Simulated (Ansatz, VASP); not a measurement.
# Cross-check of Sr2NbGaO6 between VASP and Ansatz

Aim: how closely do two programs agree when they are given the same cell, functional and k mesh? The cell is taken from a series of runs on this material, whose earlier steps may have relaxed, scaled, displaced or heated it; both programs get it as it stands.

Calculated with Ansatz 0.2.0; plane waves, with VASP 6.6.1 beside it; G0W0 gap at PBEsol.

### Step 1. The starting structure

It takes space group Fm-3m (No. 225, cubic). The conventional cell has a = 8.000 Å, b = 8.000 Å, c = 8.000 Å, α = 90.00°, β = 90.00°, γ = 90.00°. Nearest to Sr lie 12 O at 2.83 Å. Nearest to Nb lie 6 O at 2.01 Å. Ga has 6 O at 1.99 Å nearest. Nearest to O lie 1 Ga at 1.99 Å and 1 Nb at 2.01 Å and 4 Sr at 2.83 Å. Farther neighbours and most contacts between anions are not listed.

### Step 2. Ansatz: G0W0 gap, PBEsol

Ansatz runs on its default PAW (the set named soft_2) files.

Quasiparticle shifts depend on high empty states and on the cores, so they are the hardest test of two PAW sets.

File input.yaml:

```yaml
crystal:
  lattice:
    - [0.0, 4.000204, 4.000204]
    - [4.000204, 0.0, 4.000204]
    - [4.000204, 4.000204, 0.0]
  atoms:
    - { symbol: Sr, position: [0.25, 0.25, 0.25] }
    - { symbol: Sr, position: [0.75, 0.75, 0.75] }
    - { symbol: Nb, position: [0.0, 0.0, 0.0] }
    - { symbol: Ga, position: [0.5, 0.5, 0.5] }
    - { symbol: O, position: [0.749216, 0.250784, 0.250784] }
    - { symbol: O, position: [0.250784, 0.749216, 0.749216] }
    - { symbol: O, position: [0.250784, 0.250784, 0.749216] }
    - { symbol: O, position: [0.749216, 0.749216, 0.250784] }
    - { symbol: O, position: [0.250784, 0.749216, 0.250784] }
    - { symbol: O, position: [0.749216, 0.250784, 0.749216] }
kpoints:
  mp_grid: { grid: [2, 2, 2] }
hamiltonian:
  xc: pbesol
scf:
  occupations: { method: fixed }
gw:
  n_empty_bands: 84
  ecut_chi: 114.29
  qp_bands: [v2, c2]
  qp_kpoints: [[0.0, 0.0, 0.0]]
  screening: { model: contour_deformation }
```

Run with:

```
$ ansatz run input.yaml --threads 4 --pin off --max-ram 5529MiB --backend cpu --events-out ev --progress --plain --runs-dir out
```

Numbers of over 12 decimals in the logs are rounded to 6 here.

Output:

```text
Engine: ansatz 0.2.0, x86_64-unknown-linux-gnu
Pseudopotentials: kind: paw
Pseudopotential: Sr, paw, valence charge 10, recommended cutoff 420 eV (normal), Sr.paw.azcp
Pseudopotential: Nb, paw, valence charge 13, recommended cutoff 420 eV (normal), Nb.paw.azcp
Pseudopotential: Ga, paw, valence charge 13, recommended cutoff 420 eV (normal), Ga.paw.azcp
Pseudopotential: O, paw, valence charge 6, recommended cutoff 420 eV (normal), O.paw.azcp
Functional definition: PBEsol
  exchange = pbesol_x
  correlation = pbesol_c
Crystal: 10 atoms, lattice volume = 128.020 Å³
Basis set: ecut = 420 eV, 2445 PW (Γ)
Bands: 51, of which v1, the nominal top of the filled ones, is band 41 counted from 1 (40 counted from 0)
Symmetry: 48 space group operations
Space group: Fm-3m (ITA 225), of the structure as read, at distance tolerance 5.0e-5 Å
k-points: 3 of 8
Non-local potential: Sr, projectors of the file, l = 0: 3, l = 1: 2, l = 2: 2
Non-local potential: Nb, projectors of the file, l = 0: 3, l = 1: 2, l = 2: 2, l = 3: 1
Non-local potential: Ga, projectors of the file, l = 0: 2, l = 1: 2, l = 2: 3, l = 3: 1
Non-local potential: O, projectors of the file, l = 0: 2, l = 1: 2, l = 2: 1
PAW form: soft (Blöchl's): semilocal exchange-correlation on the pseudo side does not see the compensation charge
PAW frozen core: Sr, regenerated for the run's functional, and the local potential with it (the file was generated under x = pbe(κ = 0.804, μ = 0.219515), c = pbe(β = 0.066725))
PAW frozen core: Nb, regenerated for the run's functional, and the local potential with it (the file was generated under x = pbe(κ = 0.804, μ = 0.219515), c = pbe(β = 0.066725))
PAW frozen core: Ga, regenerated for the run's functional, and the local potential with it (the file was generated under x = pbe(κ = 0.804, μ = 0.219515), c = pbe(β = 0.066725))
PAW frozen core: O, regenerated for the run's functional, and the local potential with it (the file was generated under x = pbe(κ = 0.804, μ = 0.219515), c = pbe(β = 0.066725))
PAW one-centre angular grid: Sr, 110 points (default); XC on 64 Gauss nodes
PAW one-centre angular grid: Nb, 590 points (default); XC on 64 Gauss nodes
PAW one-centre angular grid: Ga, 590 points (default); XC on 64 Gauss nodes
PAW one-centre angular grid: O, 110 points (default); XC on 64 Gauss nodes
Initial density: superposition of atomic densities (neutral atoms: chi_scale 0, normalization atom), corrected by the library's trained network
Initial wavefunctions: pseudopotential atomic-orbital guess
Functional: x = pbesol(κ = 0.804, μ = 0.123457), c = pbesol(β = 0.046)
SCF iter   1: F=—  HF=-18600.252327 eV  |F-HF|=—  |Δ(HF+E_count)|=         —  Δρ=1.31e-2  dr2=1.76e-1  ethr=1.77e-3  ⟨swp⟩=5.0  Hψ=592  notcnv=0  defer=18
preconditioner: auto → Resta (q_TF=auto, 2.533 Å⁻¹)  ε∞=4.7  [insulator: Δε(μ)=2.946 eV  Ē_g=14.335 eV  n_scr=26 (ndim 8)  ℏωp=27.5 eV  f_vac=0.001  ε∞_Penn≈4.7]
SCF iter   2: F=—  HF=-18600.212334 eV  |F-HF|=—  |Δ(HF+E_count)|=   4.00e-2  Δρ=3.07e-3  dr2=1.44e-2  ethr=2.15e-4  ⟨swp⟩=2.3  Hψ=283  notcnv=0  defer=22
SCF iter   3: F=—  HF=-18600.209914 eV  |F-HF|=—  |Δ(HF+E_count)|=   2.42e-3  Δρ=1.07e-3  dr2=1.34e-3  ethr=1.76e-5  ⟨swp⟩=2.7  Hψ=210  notcnv=0  defer=22
SCF iter   4: F=—  HF=-18600.209812 eV  |F-HF|=—  |Δ(HF+E_count)|=   1.02e-4  Δρ=3.18e-4  dr2=8.17e-5  ethr=1.64e-6  ⟨swp⟩=2.3  Hψ=268  notcnv=0  defer=18
SCF iter   5: F=—  HF=-18600.209838 eV  |F-HF|=—  |Δ(HF+E_count)|=   2.63e-5  Δρ=1.10e-4  dr2=1.22e-5  ethr=9.97e-8  ⟨swp⟩=2.3  Hψ=240  notcnv=0  defer=17
SCF iter   6: F=—  HF=-18600.209828 eV  |F-HF|=—  |Δ(HF+E_count)|=   9.99e-6  Δρ=3.01e-5  dr2=1.03e-6  ethr=1.49e-8  ⟨swp⟩=2.0  Hψ=231  notcnv=0  defer=17
SCF iter   7: F=—  HF=-18600.209829 eV  |F-HF|=—  |Δ(HF+E_count)|=   8.20e-7  Δρ=1.34e-5  dr2=2.61e-7  ethr=1.22e-10  ⟨swp⟩=14.7  Hψ=774  notcnv=0
SCF iter   8: F=-18600.209829 eV  HF=-18600.209829 eV  |F-HF|=2.26e-9  |Δ(HF+E_count)|=   2.80e-8  Δρ=2.55e-6  dr2=7.55e-9  ethr=1.22e-10  ⟨swp⟩=3.0  Hψ=320  notcnv=0
SCF 1 converged in 8 iterations: F = -18600.209829 eV  dr2 = 7.55e-9
  greatest PAW one-centre occupation: 0.998 electrons in one spin orbital (limit 2), on the Nb atom at site 2 (counted from 0), in its partial waves of l = 0
NSCF: frozen V_eff on 3 k-points
G₀W₀ screening: q 1/3
[... further progress lines ...]
NSCF: frozen V_eff on 1 k-points
NSCF: frozen V_eff on 1 k-points
SCF converged after 8 iterations
Free energy (F): -18600.209829 eV
Harris-Foulkes:  -18600.209829 eV  (|F-HF|=2.26e-9)
Internal energy: -18600.209829 eV  (E = F + TS)
E sigma→0 (E₀):  -18600.209829 eV
Fermi energy:    9.301397 eV
--- Per-component energies (eV) ---
  E_band       = -253.030784
  E_kinetic    = 2046.905527
  E_local      = -5886.926435  (includes V_loc(G=0)·N_el)
  E_nonlocal   = 1246.255754
  E_hartree    = 2164.692115
  E_xc         = -1023.505705
  E_vxc        = -1155.253993  (∫ρ·V_xc dr)
  E_paw        = -11178.805365  (= ΣΔE_a)
  E_vpaw       = -833.410346  (= ΣTr[D̂ρ^β])
  E_aug_tail   = 0.014496  (compensation charges beyond the density's cutoff)
  E_ewald      = -5970.372325
  E_core_change = 1.532109  (= ΣΔE_core)
  E_smearing   = -0.000000  (= −TS)
  E_closure    = -0.000000  (closes the sum)
  Σ components = -18600.209829   (vs F -18600.209829, Δ=0.00e0)
--- Band table (eV) ---
  k-point 0: bands = [... 37 lower, 8.6633, 9.3014, 9.3014, 9.3014, 12.3973, 12.3973, 12.3973, 14.1339, ... 6 higher]
  k-point 1: bands = [... 37 lower, 8.6672, 8.7542, 8.8042, 8.8042, 12.6962, 12.8175, 12.8175, 16.1085, ... 6 higher]
  k-point 2: bands = [... 37 lower, 7.7870, 8.3333, 8.3333, 9.2219, 12.4580, 13.4004, 13.4004, 13.5801, ... 6 higher]
--- G₀W₀: contour deformation, 6 samples at zero and on the imaginary axis and 0 off it, 8 q-points, 84 empty bands' worth ---
  eigenvalues of the whole cell's RPA ε∞ on this k-mesh (on a slab, of 1 + 4πα/V) = 5.5502, 5.5502, 5.5502; static W/v taken at q = 0 is 0.180173
  bands read: the sum over 125 bands ends inside a degenerate multiplet in 2 slots, whose members it reads at an even weight; the widest, k=0: bands 124 to 126 (counted from 1) at 2/3 each
    ik  band        ε_KS         Σx   Σc(E_QP)       V_xc       Z   E_QP_lin       E_QP  E_QP is
     0    40      9.3014   -26.0864     5.3066   -20.7381  0.7370     9.2597     9.2597  root
     0    41      9.3014   -26.0864     5.3066   -20.7381  0.7370     9.2597     9.2597  root
     0    42     12.3973   -13.1926    -4.2852   -19.1998  0.7776    14.1656    14.1193  root
     0    43     12.3973   -13.1926    -4.2852   -19.1998  0.7776    14.1656    14.1193  root
```

### Step 3. VASP: G0W0 gap, PBEsol

The same cell, functional and mesh now go to VASP, with its own data sets.

Lines of VASP's logs that name or quote its potential files are left out, and so is its time.

The run reads the wave functions of an earlier VASP run, which isn't shown here.

File INCAR:

```
SYSTEM = Sr2NbGaO6
PREC = Accurate
ENCUT = 440
ISMEAR = 0
SIGMA = 0.01
LREAL = .FALSE.
GGA = PS
NBANDS = 125
LASPH = .TRUE.
ALGO = EVGW0
NELMGW = 1
ENCUTGW = 114.29
NOMEGA = 64
PRECFOCK = Fast
NBANDSGW = 49
LWAVE = .FALSE.
LCHARG = .FALSE.
```

File POSCAR:

```
Sr2NbGaO6
1.0
    0.0000000000      4.0002040000      4.0002040000
    4.0002040000      0.0000000000      4.0002040000
    4.0002040000      4.0002040000      0.0000000000
Sr Nb Ga O
2 1 1 6
Direct
    0.2500000000      0.2500000000      0.2500000000
    0.7500000000      0.7500000000      0.7500000000
    0.0000000000      0.0000000000      0.0000000000
    0.5000000000      0.5000000000      0.5000000000
    0.7492160000      0.2507840000      0.2507840000
    0.2507840000      0.7492160000      0.7492160000
    0.2507840000      0.2507840000      0.7492160000
    0.7492160000      0.7492160000      0.2507840000
    0.2507840000      0.7492160000      0.2507840000
    0.7492160000      0.2507840000      0.7492160000
```

File KPOINTS:

```
Automatic mesh
0
Gamma
2 2 2
0 0 0
```

PAW data sets: Sr_sv_GW, Nb_sv_GW, Ga_d_GW and O_GW (PBE family, release 64).

Run with:

```
$ export OMP_NUM_THREADS=3
$ mpirun -np 1 vasp_std
```

Output:

```text
[banner, memory and clock lines left out]
running    1 mpi-ranks, on    1 nodes
 distrk:  each k-point on    1 cores,    1 groups
 distr:  one band on    1 cores,    1 groups
 Offloading initialized ...    1 GPUs detected
 POSCAR found type information on POSCAR SrNbGaO
 POSCAR found :  4 types and      10 ions
|                                                                             |
|               ----> ADVICE to this user running VASP <----                  |
|                                                                             |
|     You enforced a specific xc type in the INCAR file but a different       |
|     [... a line on the potential file left out ...]
|     I HOPE YOU KNOW WHAT YOU ARE DOING!                                     |
|                                                                             |

|                                                                             |
|           W    W    AA    RRRRR   N    N  II  N    N   GGGG   !!!           |
|           W    W   A  A   R    R  NN   N  II  NN   N  G    G  !!!           |
|           W    W  A    A  R    R  N N  N  II  N N  N  G       !!!           |
|           W WW W  AAAAAA  RRRRR   N  N N  II  N  N N  G  GGG   !            |
|           WW  WW  A    A  R   R   N   NN  II  N   NN  G    G                |
|           W    W  A    A  R    R  N    N  II  N    N   GGGG   !!!           |
|                                                                             |
|     The default for ENCUTGWSOFT is different in this version of VASP.       |
|     please manually set ENCUTGWSOFT =114.29 in the INCAR file.              |
|                                                                             |

 LDA part: xc-table for (Slater+PW92), standard interpolation
 found WAVECAR, reading the header
 POSCAR, INCAR and KPOINTS ok, starting setup
 FFT: planning ... GRIDC
 FFT: planning ... GRID_SOFT
 FFT: planning ... GRID
 reading WAVECAR
 the WAVECAR file was read successfully
 initial charge from wavefunction
 available memory per node:   1674.57 GB, setting MAXMEM to   1714760

 The Fermi energy was updated, please check that it is located mid-gap
 values below the HOMO (VB) or above the LUMO (CB) will cause erroneous energies
 E-fermi :   5.9636

 calculate exact exchange contribution
 the WAVEDER file was read successfully
energies w=
    0.000    0.000    1.285    0.000    2.568    0.000    3.845    0.000
    5.114    0.000    6.372    0.000    7.618    0.000    8.849    0.000
   10.066    0.000   11.267    0.000   12.451    0.000   13.619    0.000
   14.771    0.000   15.908    0.000   17.031    0.000   18.140    0.000
   19.238    0.000   20.326    0.000   21.405    0.000   22.478    0.000
   23.546    0.000   24.612    0.000   25.677    0.000   26.745    0.000
   27.818    0.000   28.898    0.000   29.989    0.000   31.092    0.000
   32.213    0.000   33.353    0.000   34.516    0.000   35.708    0.000
   36.932    0.000   38.193    0.000   39.496    0.000   40.848    0.000
   42.255    0.000   43.726    0.000   45.268    0.000   46.892    0.000
   48.609    0.000   50.432    0.000   52.377    0.000   54.461    0.000
   56.707    0.000   59.140    0.000   61.789    0.000   64.692    0.000
   67.894    0.000   71.451    0.000   75.432    0.000   79.925    0.000
   85.044    0.000   90.935    0.000   97.794    0.000  105.887    0.000
  115.584    0.000  127.415    0.000  142.169    0.000  161.070    0.000
  186.130    0.000  220.898    0.000  272.285    0.000  355.770    0.000
 responsefunction array rank=     344
 LDA part: xc-table for (Slater+PW92), standard interpolation

 min. memory requirement per mpi rank    433.4 MB, per node    433.4 MB

 allocating  64 responsefunctions rank=   344
 shmem allocating  64 responsefunctions rank=   344
 response function shared by NCSHMEM nodes    1
 Doing            64  frequencies on each core in blocks of            64
NQ=   1    0.0000    0.0000    0.0000,
|.........|.........|.........|.........|.........|.........|.........|.........
 performed         91000 updates of chi_q(r,r)
 total number of BLAS operations         84.45 Gflops
NQ=   2    0.5000    0.0000    0.0000,
|.........|.........|.........|.........|.........|.........|.........|.........
 performed        244000 updates of chi_q(r,r)
 total number of BLAS operations        229.39 Gflops
NQ=   3    0.5000    0.5000    0.0000,
|.........|.........|.........|.........|.........|.........|.........|.........
 performed        384000 updates of chi_q(r,r)
 total number of BLAS operations        361.19 Gflops
 resolving degeneracies of screened two electron integrals

 calculate QP shifts <psi_nk| G(iteration)W_0 |psi_nk>: iteration 1
 entering main loop
```

From OUTCAR (step 3):

```text
ion  position               nearest neighbor table
   1  0.250  0.250  0.250-
   2  0.750  0.750  0.750-
   3  0.000  0.000  0.000-   5 2.01   6 2.01   7 2.01   8 2.01   9 2.01  10 2.01
   4  0.500  0.500  0.500-   5 1.99   6 1.99   7 1.99   8 1.99   9 1.99  10 1.99
   5  0.749  0.251  0.251-   4 1.99   3 2.01
   6  0.251  0.749  0.749-   4 1.99   3 2.01
   7  0.251  0.251  0.749-   4 1.99   3 2.01
   8  0.749  0.749  0.251-   4 1.99   3 2.01
   9  0.251  0.749  0.251-   4 1.99   3 2.01
  10  0.749  0.251  0.749-   4 1.99   3 2.01

  LATTYP: Found a face centered cubic cell.
 ALAT       =     8.0004080000

 Subroutine GETGRP returns: Found 48 space group operations
 (whereof 48 operations were pure point group operations)

The static configuration has the point symmetry O_h .

 Found      3 irreducible k-points:

   k-points           NKPTS =      3   k-points in BZ     NKDIM =      8   number of bands    NBANDS=    125

   dimension x,y,z NGX =    40 NGY =   40 NGZ =   40
   dimension x,y,z NGXF=    80 NGYF=   80 NGZF=   80

   ENCUT  =  440.0 eV  32.34 Ry    5.69 a.u.   9.68  9.68  9.68*2*pi/ulx,y,z

   NELECT =      82.0000    total number of electrons

  energy-cutoff  :      440.00
  volume of cell :      128.02
      direct lattice vectors                 reciprocal lattice vectors
     0.000000000  4.000204000  4.000204000    -0.124993625  0.124993625  0.124993625
     4.000204000  0.000000000  4.000204000     0.124993625 -0.124993625  0.124993625
     4.000204000  4.000204000  0.000000000     0.124993625  0.124993625 -0.124993625

 k-points in reciprocal lattice and weights: Automatic mesh
   0.00000000  0.00000000  0.00000000       0.125
   0.50000000  0.00000000  0.00000000       0.500
   0.50000000  0.50000000  0.00000000       0.375

 E-fermi :   5.9636

 QP shifts <psi_nk| G(iteration)W_0 |psi_nk>: iteration 1
 for sc-GW calculations column KS-energies equals QP-energies in previous step
 and V_xc(KS)=  KS-energies - (<T + V_ion + V_H > + <T+V_H+V_ion>^1  + <V_x>^1)
 k-point   1 :       0.0000    0.0000    0.0000
  band No.  KS-energies  QP-energies   sigma(KS)   V_xc(KS)     V^pw_x(r,r')   Z            occupation Imag(sigma)
    ...
     38       3.7766       3.6611     -19.6482     -19.4920     -24.7560       0.7392       2.0000       0.2732
     39       4.4178       4.3239     -19.7887     -19.6612     -25.0068       0.7369       2.0000       0.2682
     40       4.4178       4.3239     -19.7887     -19.6612     -25.0068       0.7369       2.0000       0.2682
     41       4.4178       4.3239     -19.7887     -19.6612     -25.0068       0.7369       2.0000       0.2682
     42       7.5094       9.2785     -14.2313     -16.5332     -10.5180       0.7685       0.0000      -0.2014
     43       7.5094       9.2785     -14.2313     -16.5332     -10.5180       0.7685       0.0000      -0.2014
     44       7.5094       9.2785     -14.2313     -16.5332     -10.5180       0.7685       0.0000      -0.2014
     45       9.2580      10.7028     -11.4156     -13.2195      -7.8062       0.8010       0.0000      -0.1751
    ...

 k-point   2 :       0.5000    0.0000    0.0000
  band No.  KS-energies  QP-energies   sigma(KS)   V_xc(KS)     V^pw_x(r,r')   Z            occupation Imag(sigma)
    ...
     38       3.7838       3.6212     -19.1949     -18.9724     -24.4143       0.7307       2.0000       0.2926
     39       3.8725       3.7027     -19.2862     -19.0545     -24.5456       0.7331       2.0000       0.2841
     40       3.9176       3.7740     -20.1573     -19.9649     -25.2078       0.7462       2.0000       0.2596
     41       3.9176       3.7740     -20.1573     -19.9649     -25.2078       0.7462       2.0000       0.2596
     42       7.8094       9.6296     -14.6700     -17.0582     -10.8719       0.7622       0.0000      -0.2139
     43       7.9309       9.7398     -14.6840     -17.0703     -10.9591       0.7581       0.0000      -0.2135
     44       7.9309       9.7398     -14.6840     -17.0703     -10.9591       0.7581       0.0000      -0.2135
     45      11.2342      13.0612     -12.9229     -15.2583      -9.3438       0.7823       0.0000      -0.2141
    ...

 k-point   3 :       0.5000    0.5000    0.0000
  band No.  KS-energies  QP-energies   sigma(KS)   V_xc(KS)     V^pw_x(r,r')   Z            occupation Imag(sigma)
    ...
     38       2.9056       2.5986     -18.3862     -17.9659     -23.6379       0.7301       2.0000       0.3197
     39       3.4461       3.2966     -19.2375     -19.0340     -24.3413       0.7346       2.0000       0.2865
     40       3.4461       3.2966     -19.2375     -19.0340     -24.3413       0.7346       2.0000       0.2865
     41       4.3396       4.2412     -19.6149     -19.4815     -24.7841       0.7373       2.0000       0.2685
     42       7.5703       9.3811     -14.2092     -16.5752     -10.2276       0.7653       0.0000      -0.2156
     43       8.5147      10.4118     -16.0416     -18.5824     -12.4271       0.7467       0.0000      -0.2345
     44       8.5147      10.4118     -16.0416     -18.5824     -12.4271       0.7467       0.0000      -0.2345
     45       8.6939      10.7508     -14.0845     -16.6910     -10.5807       0.7892       0.0000      -0.1751
    ...
```

### Step 4. Differences

Known differences besides the potentials themselves: fixed occupations in Ansatz, narrow Gaussian smearing in VASP; the cutoff is 420 eV in Ansatz and 440 eV in VASP; Ansatz makes its cores anew for this functional, VASP keeps those of its PBE data sets; Ansatz integrates over frequency by contour deformation, VASP on a grid of NOMEGA points; Ansatz's G0W0 levels solve the quasiparticle equation, VASP's are linearised. Total energies have different zeros and are not compared.

The two programs side by side:

```csv
quantity,Ansatz,VASP,difference
G0W0 gap on the mesh (eV),4.86,4.95,-0.09
Kohn-Sham gap under it (eV),3.10,3.09,0.00
```

### Step 5. Results

| Quantity | Value |
| --- | --- |
| difference in G0W0 gap on the mesh (G0W0 gap, PBEsol) | -0.095 eV |

**Reading.** The difference in G0W0 gap on the mesh is -0.095 eV (G0W0 gap, PBEsol). How closely two codes agree says nothing of how well the functional describes the real material.

[Lines on the potential files, build, host, timing and source positions are cut from VASP's logs without a mark.]

[Logs are printed without paths, hosts, clocks, repeated set-up lines and the standing remarks that a program may print on its own settings, such as how far it seeks lower states.]

[Hosts, paths, dates, database ids (printed as entryN), source tags and the programs' standing remarks are cut or masked in the printed files.]
